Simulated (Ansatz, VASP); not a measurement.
## CoSi2: VASP beside Ansatz

Aim: how closely do two programs agree when they are given the same cell, functional and k mesh? The cell is taken from a series of runs on this material, whose earlier steps may have relaxed, scaled, displaced or heated it; both programs get it as it stands.

Program: Ansatz 0.2.0. Level of theory: plane waves, with VASP 6.6.1 beside it; single point at LDA. Results are calculated unless marked as measured.

## (1) The starting structure

Symmetry: Fm-3m, No. 225, cubic system. The conventional cell has a = 5.092 Å, b = 5.092 Å, c = 5.092 Å, α = 90.00°, β = 90.00°, γ = 90.00°. Nearest to Si lie 4 Co at 2.20 Å and 6 Si at 2.55 Å. Co has 8 Si at 2.20 Å nearest. Farther neighbours are not listed.

Structure file:

```
Si Co
1.0
     0.00000    2.54602    2.54602
     2.54602    0.00000    2.54602
     2.54602    2.54602    0.00000
Si Co
2 1
Direct
  0.25000 0.25000 0.25000
  0.75000 0.75000 0.75000
  0.00000 0.00000 0.00000
```

## (2) VASP: single point, LDA, pair 1

With cell and atoms fixed, the geometry can't cause a difference; cores, projectors, grids and the points listed under the comparison can.

Lines of VASP's logs that name or quote its potential files are left out, and so is its time.

Input file INCAR:

```
SYSTEM = CoSi2
PREC = Accurate
ENCUT = 600
EDIFF = 1E-06
NELM = 120
ISMEAR = 1
SIGMA = 0.2
LREAL = .FALSE.
ALGO = Normal
GGA = PW92
NBANDS = 14
LASPH = .TRUE.
LORBIT = 11
LWAVE = .FALSE.
LCHARG = .FALSE.
ISIF = 2
GGA_COMPAT = .FALSE.
```

Input file POSCAR:

```
CoSi2
1.0
    0.0000000000      2.5460243093      2.5460243093
    2.5460243093      0.0000000000      2.5460243093
    2.5460243093      2.5460243093      0.0000000000
Si Co
2 1
Direct
    0.2500000000      0.2500000000      0.2500000000
    0.7500000000      0.7500000000      0.7500000000
    0.0000000000      0.0000000000      0.0000000000
```

Input file KPOINTS:

```
Automatic mesh
0
Gamma
16 16 16
0 0 0
```

Potentials, in the order of the species: Si and Co (LDA family, release 64).

Run with:

```sh
$ mpirun -np 1 vasp_std
```

Numbers of over 12 decimals in the logs are rounded to 6 here.

The log of the run:

```text
[banner, memory and clock lines left out]
running    1 mpi-ranks, on    1 nodes
 distrk:  each k-point on    1 cores,    1 groups
 distr:  one band on    1 cores,    1 groups

 POSCAR found type information on POSCAR SiCo
 POSCAR found :  2 types and       3 ions
|                                                                             |
|               ----> ADVICE to this user running VASP <----                  |
|                                                                             |
|     You enforced a specific xc type in the INCAR file but a different       |
|     [... a line on the potential file left out ...]
|     I HOPE YOU KNOW WHAT YOU ARE DOING!                                     |
|                                                                             |

 LDA part: xc-table for (Slater(with rela. corr.)+PW92), standard interpolation
 POSCAR, INCAR and KPOINTS ok, starting setup
 FFT: planning ... GRIDC
 FFT: planning ... GRID_SOFT
 FFT: planning ... GRID
 WAVECAR not read
 entering main loop
       N       E                     dE             d eps       ncg     rms          rms(c)
DAV:   1     0.738074142448E+02    0.73807E+02   -0.78409E+03  4060   0.136E+03
DAV:   2    -0.186345063664E+02   -0.92442E+02   -0.84724E+02  4216   0.253E+02
DAV:   3    -0.229473673779E+02   -0.43129E+01   -0.42013E+01  5328   0.614E+01
DAV:   4    -0.230329105244E+02   -0.85543E-01   -0.85439E-01  4854   0.809E+00
DAV:   5    -0.230355161342E+02   -0.26056E-02   -0.26054E-02  5552   0.149E+00    0.164E+01
DAV:   6    -0.246566793878E+02   -0.16212E+01   -0.21240E+01  4798   0.104E+02    0.130E+01
DAV:   7    -0.217483604264E+02    0.29083E+01   -0.99433E+00  5226   0.835E+01    0.501E+00
DAV:   8    -0.216602600442E+02    0.88100E-01   -0.51273E-01  4916   0.592E+00    0.147E+00
DAV:   9    -0.216394548772E+02    0.20805E-01   -0.62550E-02  5218   0.537E+00    0.431E-01
DAV:  10    -0.216395387136E+02   -0.83836E-04   -0.60761E-03  5734   0.107E+00    0.203E-01
DAV:  11    -0.216393481359E+02    0.19058E-03   -0.67172E-04  5360   0.566E-01    0.424E-02
DAV:  12    -0.216393455193E+02    0.26166E-05   -0.40766E-05  5068   0.576E-02    0.134E-02
DAV:  13    -0.216393450065E+02    0.51282E-06   -0.18774E-06  4296   0.157E-02
   1 F= -.21639345E+02 E0= -.21639552E+02  d E =0.619882E-03
```

From OUTCAR (step 2):

```text
ion  position               nearest neighbor table
   1  0.250  0.250  0.250-   3 2.20   3 2.20   3 2.20   3 2.20   2 2.55   2 2.55   2 2.55   2 2.55
                             2 2.55   2 2.55
   2  0.750  0.750  0.750-   3 2.20   3 2.20   3 2.20   3 2.20   1 2.55   1 2.55   1 2.55   1 2.55
                             1 2.55   1 2.55
   3  0.000  0.000  0.000-   2 2.20   2 2.20   2 2.20   1 2.20   2 2.20   1 2.20   1 2.20   1 2.20

  LATTYP: Found a face centered cubic cell.
 ALAT       =     5.0920486186

 Subroutine GETGRP returns: Found 48 space group operations
 (whereof 48 operations were pure point group operations)

The static configuration has the point symmetry O_h .

 Found    145 irreducible k-points:

   k-points           NKPTS =    145   k-points in BZ     NKDIM =    145   number of bands    NBANDS=     14

   dimension x,y,z NGX =    30 NGY =   30 NGZ =   30
   dimension x,y,z NGXF=    60 NGYF=   60 NGZF=   60

   ENCUT  =  600.0 eV  44.10 Ry    6.64 a.u.   7.19  7.19  7.19*2*pi/ulx,y,z

   NELECT =      17.0000    total number of electrons

 k-points in reciprocal lattice and weights: Automatic mesh
   0.00000000  0.00000000  0.00000000       0.000
   0.06250000  0.00000000  0.00000000       0.002
   0.12500000  0.00000000  0.00000000       0.002
   0.18750000  0.00000000  0.00000000       0.002
   0.25000000  0.00000000  0.00000000       0.002
   0.31250000  0.00000000  0.00000000       0.002
   0.37500000  0.00000000  0.00000000       0.002
   0.43750000  0.00000000  0.00000000       0.002
   0.50000000  0.00000000  0.00000000       0.001
[...]
-0.31250000  0.50000000  0.18750000       0.003
  -0.25000000  0.50000000  0.25000000       0.001

 average (electrostatic) potential at core
       1 -78.6697       2 -78.6697       3 -76.1476

 E-fermi :  12.1786

 k-point     1 :       0.0000    0.0000    0.0000
  band No.  band energies     occupation
    ...
      2       7.3689      2.00000
      3       7.3689      2.00000
      4       7.3689      2.00000
      5       9.7183      2.00000
      6       9.7183      2.00000
      7      14.4828     -0.00000
      8      15.6842     -0.00000
      9      15.6842     -0.00000
     10      15.6842     -0.00000
     11      16.2595      0.00000
    ...

 k-point     2 :       0.0625    0.0000    0.0000
  band No.  band energies     occupation
    ...
      2       7.2462      2.00000
      3       7.3932      2.00000
      4       7.3932      2.00000
      5       9.6967      2.00000
      6       9.6967      2.00000
      7      14.2885     -0.00000
      8      14.8881     -0.00000
      9      15.3021     -0.00000
     10      15.3021     -0.00000
     11      16.6956      0.00000
    ...

 k-point     3 :       0.1250    0.0000    0.0000
  band No.  band energies     occupation
    ...
      2       6.8909      2.00000
      3       7.4620      2.00000
      4       7.4620      2.00000
      5       9.6427      2.00000
      6       9.6427      2.00000
      7      13.1718     -0.00000
      8      14.7461     -0.00000
      9      14.7461     -0.00000
     10      14.9844     -0.00000
     11      17.2940      0.00000
    ...

  Total        5.5809647      5.5809647      5.5809647     -0.0000000     -0.0000000      0.0000000
  in kB      270.8957698    270.8957698    270.8957698     -0.0000000     -0.0000000      0.0000000
  external PRESSURE =     270.8957698 kB  Pullay stress =       0.0000000 kB

  energy-cutoff  :      600.00
  volume of cell :       33.01
      direct lattice vectors                 reciprocal lattice vectors
     0.000000000  2.546024309  2.546024309    -0.196384614  0.196384614  0.196384614
     2.546024309  0.000000000  2.546024309     0.196384614 -0.196384614  0.196384614
     2.546024309  2.546024309  0.000000000     0.196384614  0.196384614 -0.196384614

 POSITION                                       TOTAL-FORCE (eV/Angst)
 -----------------------------------------------------------------------------------
      1.27301      1.27301      1.27301         0.000000      0.000000      0.000000
      3.81904      3.81904      3.81904        -0.000000     -0.000000     -0.000000
      0.00000      0.00000      0.00000        -0.000000      0.000000      0.000000
 -----------------------------------------------------------------------------------
    total drift:                                0.000000     -0.000000     -0.000000

  FREE ENERGIE OF THE ION-ELECTRON SYSTEM (eV)
  ---------------------------------------------------
  free  energy   TOTEN  =       -21.6393450065 eV

  energy  without entropy=      -21.6399648885  energy(sigma->0) =      -21.63955163

 total charge
# of ion       s       p       d       tot
------------------------------------------
    1        0.726   0.988   0.000   1.714
    2        0.726   0.988   0.000   1.714
    3        0.630   0.913   7.799   9.342
--------------------------------------------------
tot          2.082   2.889   7.799  12.770

[... 3 further parts left out ...]
```

The run ends at a pressure of 27.09 GPa.

## (3) Ansatz: single point, LDA, pair 1

Ansatz runs on its PAW soft_1 files.

The same cell, functional (in two slightly different forms), mesh and smearing now go to Ansatz, which takes its cutoff from its data sets.

Input file input.yaml:

```yaml
crystal:
  lattice:
    - [0.0, 2.5460243093, 2.5460243093]
    - [2.5460243093, 0.0, 2.5460243093]
    - [2.5460243093, 2.5460243093, 0.0]
  atoms:
    - { symbol: Si, position: [0.25, 0.25, 0.25] }
    - { symbol: Si, position: [0.75, 0.75, 0.75] }
    - { symbol: Co, position: [0.0, 0.0, 0.0] }
kpoints:
  mp_grid: { grid: [16, 16, 16] }
hamiltonian:
  xc: lda
  pseudopotentials: { kind: paw, azcp: { folder: soft_1 }, xc_functional: pbe }
scf:
  occupations: { method: methfessel_paxton, width: 0.2 }
output:
  forces: true
  stress: true
  eigenvalues: true
```

Run with:

```sh
$ ansatz run input.yaml --threads 4 --pin off --max-ram 10240MiB --backend cpu --events-out ev --progress --plain --runs-dir out
```

The log of the run:

```text
Engine: ansatz 0.2.0, x86_64-unknown-linux-gnu
Pseudopotentials: kind: paw
Pseudopotential: Si, paw, valence charge 4, recommended cutoff 420 eV (normal), soft_1/Si.paw.azcp
Pseudopotential: Co, paw, valence charge 17, recommended cutoff 420 eV (normal), soft_1/Co.paw.azcp
Functional definition: SPW92
  exchange = slater_x
  correlation = pw_c
Crystal: 3 atoms, lattice volume = 33.008 Å³
Basis set: ecut = 420 eV, 645 PW (Γ)
Bands: 17, of which v1, the nominal top of the filled ones, is band 13 counted from 1 (12 counted from 0)
Symmetry: 48 space group operations
Space group: Fm-3m (ITA 225), of the structure as read, at distance tolerance 3.2e-5 Å
k-points: 145 of 4096
Non-local potential: Si, projectors of the file, l = 0: 2, l = 1: 2, l = 2: 1
Non-local potential: Co, projectors of the file, l = 0: 3, l = 1: 2, l = 2: 3, l = 3: 1
PAW form: soft (Blöchl's): semilocal exchange-correlation on the pseudo side does not see the compensation charge
PAW frozen core: Si, regenerated for the run's functional, and the local potential with it (the file was generated under x = pbe(κ = 0.804, μ = 0.219515), c = pbe(β = 0.066725))
PAW frozen core: Co, regenerated for the run's functional, and the local potential with it (the file was generated under x = pbe(κ = 0.804, μ = 0.219515), c = pbe(β = 0.066725))
PAW one-centre angular grid: Si, 110 points (default); XC on 64 Gauss nodes
PAW one-centre angular grid: Co, 590 points (default); XC on 64 Gauss nodes
Initial density: superposition of atomic densities (chi_scale 0.1, normalization cell, long waves kept (reshape's long-wave potential 0.00 eV rms))
Initial wavefunctions: pseudopotential atomic-orbital guess
Functional: x = slater, c = lda
SCF iter   1: F=—  HF=-6282.833732 eV  |F-HF|=—  |Δ(HF+E_count)|=         —  Δρ=1.31e-1  dr2=6.54e0  ethr=3.10e-3  ⟨swp⟩=5.1  Hψ=12681  notcnv=0
preconditioner: auto → Kerker (q_TF=auto, 2.605 Å⁻¹)  [metal: Δε(μ)=0.020 eV  Ē_g=9.870 eV  σ=0.200 eV  W_gap=0.09  n_scr=14 (ndim 8)  ℏωp=26.6 eV  f_vac=0.000  D(μ)=0.78/eV (n_scr^D=0)]
SCF iter   2: F=—  HF=-6282.156153 eV  |F-HF|=—  |Δ(HF+E_count)|=   6.78e-1  S|Δr|=    0.00e0  Δρ=6.06e-2  dr2=1.84e0  ethr=3.10e-3  ⟨swp⟩=2.8  Hψ=5260  notcnv=0  defer=41
SCF iter   3: F=—  HF=-6281.678189 eV  |F-HF|=—  |Δ(HF+E_count)|=   4.78e-1  S|Δr|=    0.00e0  Δρ=2.34e-2  dr2=2.32e-1  ethr=3.10e-3  ⟨swp⟩=2.3  Hψ=4318  notcnv=0  defer=41
SCF iter   4: F=—  HF=-6281.645360 eV  |F-HF|=—  |Δ(HF+E_count)|=   3.28e-2  S|Δr|=    0.00e0  Δρ=1.01e-2  dr2=2.34e-2  ethr=9.30e-4  ⟨swp⟩=2.0  Hψ=3879  notcnv=0  defer=41
SCF iter   5: F=—  HF=-6281.644760 eV  |F-HF|=—  |Δ(HF+E_count)|=   6.00e-4  S|Δr|=    0.00e0  Δρ=3.87e-3  dr2=5.57e-3  ethr=9.38e-5  ⟨swp⟩=1.1  Hψ=2659  notcnv=0  defer=40
SCF iter   6: F=—  HF=-6281.643934 eV  |F-HF|=—  |Δ(HF+E_count)|=   8.26e-4  S|Δr|=    0.00e0  Δρ=1.10e-3  dr2=5.47e-4  ethr=2.23e-5  ⟨swp⟩=1.0  Hψ=2471  notcnv=0  defer=40
SCF iter   7: F=—  HF=-6281.643797 eV  |F-HF|=—  |Δ(HF+E_count)|=   1.37e-4  S|Δr|=    0.00e0  Δρ=1.57e-4  dr2=1.14e-5  ethr=2.19e-6  ⟨swp⟩=2.1  Hψ=3647  notcnv=0  defer=40
SCF iter   8: F=—  HF=-6281.643799 eV  |F-HF|=—  |Δ(HF+E_count)|=   1.60e-6  S|Δr|=    0.00e0  Δρ=1.10e-5  dr2=4.52e-8  ethr=4.00e-10  ⟨swp⟩=5.8  Hψ=13874  notcnv=0
SCF iter   9: F=-6281.643799 eV  HF=-6281.643799 eV  |F-HF|=2.83e-9  |Δ(HF+E_count)|=   1.78e-8  S|Δr|=    0.00e0  Δρ=3.27e-6  dr2=3.13e-9  ethr=1.81e-10  ⟨swp⟩=2.3  Hψ=8431  notcnv=0
SCF 1 converged in 9 iterations: F = -6281.643799 eV  dr2 = 3.13e-9
  greatest PAW one-centre occupation: 1.002 electrons in one spin orbital (limit 2), on the Co atom at site 2 (counted from 0), in its partial waves of l = 1
SCF converged after 9 iterations
Stability not checked: this state was not tested for a lower state beside it, because cold or Methfessel-Paxton smearing, or corrected tetrahedra, fill the levels in a way that the test cannot read (fill_not_monotonic; see scf.lower_state_search)
Free energy (F): -6281.643799 eV
Harris-Foulkes:  -6281.643799 eV  (|F-HF|=2.83e-9)
Internal energy: -6281.644414 eV  (E = F + TS)
E sigma→0 (E₀):  -6281.643953 eV
Entropy (-TS):   0.000615 eV (0.205 meV/atom)
Fermi energy:    15.199608 eV
--- Per-component energies (eV) ---
  E_band       = -233.385702
  E_kinetic    = 396.350065
  E_local      = -3742.619856  (includes V_loc(G=0)·N_el)
  E_nonlocal   = 489.772086
  E_hartree    = 1709.032728
  E_xc         = -213.320367
  E_vxc        = -227.199658  (∫ρ·V_xc dr)
  E_paw        = -2482.778568  (= ΣΔE_a)
  E_vpaw       = -567.749485  (= ΣTr[D̂ρ^β])
  E_aug_tail   = 0.000062  (compensation charges beyond the density's cutoff)
  E_ewald      = -2438.667477
  E_core_change = 0.586913  (= ΣΔE_core)
  E_smearing   = 0.000615  (= −TS)
  E_closure    = -0.000000  (closes the sum)
  Σ components = -6281.643799   (vs F -6281.643799, Δ=0.00e0)
--- Forces (eV/Å), atoms counted from 1 ---
  atom   1  Si    -0.00000000    -0.00000000     0.00000000
  atom   2  Si    -0.00000000     0.00000000    -0.00000000
  atom   3  Co    -0.00000000    -0.00000000     0.00000000
  max |Σ_I F_I| component: 8.33e-17 eV/Å
--- Stress (GPa, compression-positive) ---
       27.099472       0.000000       0.000000
       -0.000000      27.099472       0.000000
       -0.000000       0.000000      27.099472
  P = ⅓ Tr σ = 27.0995 GPa (270.995 kbar)
--- Band table (eV; the first three rows and the last of 145) ---
  k-point 0: bands = [... 9 lower, 12.7393, 17.4809, 18.7029, 18.7029, 18.7029, 19.2913, 19.2913, 19.2913]
  k-point 1: bands = [... 9 lower, 12.7175, 17.3008, 17.8985, 18.3246, 18.3246, 19.7231, 19.7231, 20.3330]
  k-point 2: bands = [... 9 lower, 12.6632, 16.1939, 17.7690, 17.7690, 17.9864, 20.3187, 20.3187, 20.8002]
  k-point 144: bands = [... 9 lower, 12.4279, 12.7557, 13.3471, 14.3636, 19.5402, 19.5402, 21.2132, 22.3748]
```

The run ends at a pressure of 27.10 GPa.

## (4) Differences

Known differences besides the potentials themselves: the data sets hold 25 valence electrons in Ansatz (on its PAW soft_1 files) and 17 in VASP; the cutoff is 420 eV in Ansatz and 600 eV in VASP; VASP's log shows a relativistic correction to its local exchange, Ansatz's none. Total energies have different zeros and are not compared.

Both answers:

| quantity | Ansatz | VASP | difference |
| --- | --- | --- | --- |
| pressure (GPa) | 27.10 | 27.09 | +0.01 |

## (5) Ansatz: single point, LDA, pair 2

With cell and atoms fixed, the geometry can't cause a difference; cores, projectors, grids and the points listed under the comparison can. The cell compared in this pair holds 34.47 Å³, against 33.01 Å³ for the pair before.

The cell is taken from a series of runs on this material, whose earlier steps may have relaxed, scaled, displaced or heated it; both programs get it as it stands.

input.yaml, the sections that differ from step 3:

```yaml
crystal:
  lattice:
    - [0.0, 2.5831977913, 2.5831977913]
    - [2.5831977913, 0.0, 2.5831977913]
    - [2.5831977913, 2.5831977913, 0.0]
  atoms:
    - { symbol: Si, position: [0.25, 0.25, 0.25] }
    - { symbol: Si, position: [0.75, 0.75, 0.75] }
    - { symbol: Co, position: [0.0, 0.0, 0.0] }
# kpoints, hamiltonian, scf, output: as in step 3
```

The log of the run:

```text
[...]
Crystal: 3 atoms, lattice volume = 34.475 Å³
Basis set: ecut = 420 eV, 645 PW (Γ)
Bands: 17, of which v1, the nominal top of the filled ones, is band 13 counted from 1 (12 counted from 0)
Symmetry: 48 space group operations
[...]
k-points: 145 of 4096
[...]
--- Band table (eV; the first three rows and the last of 145) ---
  k-point 0: bands = [... 9 lower, 12.1336, 16.2047, 17.9172, 17.9172, 17.9172, 18.3125, 18.3125, 18.3125]
  k-point 1: bands = [... 9 lower, 12.1128, 16.1613, 16.9564, 17.4853, 17.4853, 18.7892, 18.7892, 19.3906]
  k-point 2: bands = [... 9 lower, 12.0606, 15.3516, 16.8129, 16.9219, 16.9219, 19.3342, 19.3342, 19.9142]
  k-point 144: bands = [... 9 lower, 11.7853, 12.1151, 12.6918, 13.6348, 18.5517, 18.5517, 20.3732, 21.4297]
[key lines of the parts left out:]
SCF converged after 9 iterations
Free energy (F): -6281.832005 eV
Fermi energy:    14.414622 eV
P = ⅓ Tr σ = 14.4680 GPa (144.680 kbar)
```

The run ends at a pressure of 14.47 GPa.

## (6) VASP: single point, LDA, pair 2

The same cell, functional (in two slightly different forms), mesh and smearing now go to VASP, with its own data sets.

INCAR is that of step 2.

Input file POSCAR:

```
CoSi2
1.0
    0.0000000000      2.5831977913      2.5831977913
    2.5831977913      0.0000000000      2.5831977913
    2.5831977913      2.5831977913      0.0000000000
Si Co
2 1
Direct
    0.2500000000      0.2500000000      0.2500000000
    0.7500000000      0.7500000000      0.7500000000
    0.0000000000      0.0000000000      0.0000000000
```

KPOINTS is that of step 2.

Run with:

```sh
$ mpirun -np 1 vasp_std
```

The log of the run:

```text
[banner, memory and clock lines left out]
running    1 mpi-ranks, on    1 nodes
[...]
[... a notice as in an earlier step ...]

 LDA part: xc-table for (Slater(with rela. corr.)+PW92), standard interpolation
 POSCAR, INCAR and KPOINTS ok, starting setup
[...]
entering main loop
       N       E                     dE             d eps       ncg     rms          rms(c)
DAV:   1     0.722488642253E+02    0.72249E+02   -0.77738E+03  4074   0.135E+03
DAV:   2    -0.188078881515E+02   -0.91057E+02   -0.82846E+02  4234   0.250E+02
DAV:   3    -0.231424563734E+02   -0.43346E+01   -0.42169E+01  5350   0.612E+01
DAV:   4    -0.232291129094E+02   -0.86657E-01   -0.86567E-01  4790   0.804E+00
[...]
DAV:  11    -0.218285722041E+02    0.36624E-03   -0.12459E-03  5310   0.773E-01    0.330E-02
DAV:  12    -0.218285732482E+02   -0.10441E-05   -0.60306E-05  4948   0.621E-02    0.941E-03
DAV:  13    -0.218285728135E+02    0.43476E-06   -0.44457E-06  5236   0.362E-02
   1 F= -.21828573E+02 E0= -.21828800E+02  d E =0.682342E-03
```

From OUTCAR (step 6):

```text
  Total        3.1073380      3.1073380      3.1073380     -0.0000000      0.0000000     -0.0000000
  in kB      144.4096104    144.4096104    144.4096104     -0.0000000      0.0000000     -0.0000000
  external PRESSURE =     144.4096104 kB  Pullay stress =       0.0000000 kB

 POSITION                                       TOTAL-FORCE (eV/Angst)
 -----------------------------------------------------------------------------------
      1.29160      1.29160      1.29160         0.000000      0.000000      0.000000
      3.87480      3.87480      3.87480        -0.000000     -0.000000     -0.000000
      0.00000      0.00000      0.00000         0.000000     -0.000000      0.000000
 -----------------------------------------------------------------------------------
    total drift:                                0.000000     -0.000000     -0.000000

  FREE ENERGIE OF THE ION-ELECTRON SYSTEM (eV)
  ---------------------------------------------------
  free  energy   TOTEN  =       -21.8285728135 eV

  energy  without entropy=      -21.8292551554  energy(sigma->0) =      -21.82880026

[... 1 part as in an earlier step ...]

[... 2 further parts left out ...]
[key lines of the parts left out:]
E-fermi :  11.5174
```

The run ends at a pressure of 14.44 GPa.

(Part 1 of 2 ends here.)

[Lines on the potential files, build, host, timing and source positions are cut from VASP's logs without a mark.]

[Logs are printed without paths, hosts, clocks, repeated set-up lines and the standing remarks that a program may print on its own settings, such as how far it seeks lower states.]

[Hosts, paths, dates, database ids (printed as entryN), source tags and the programs' standing remarks are cut or masked in the printed files.]
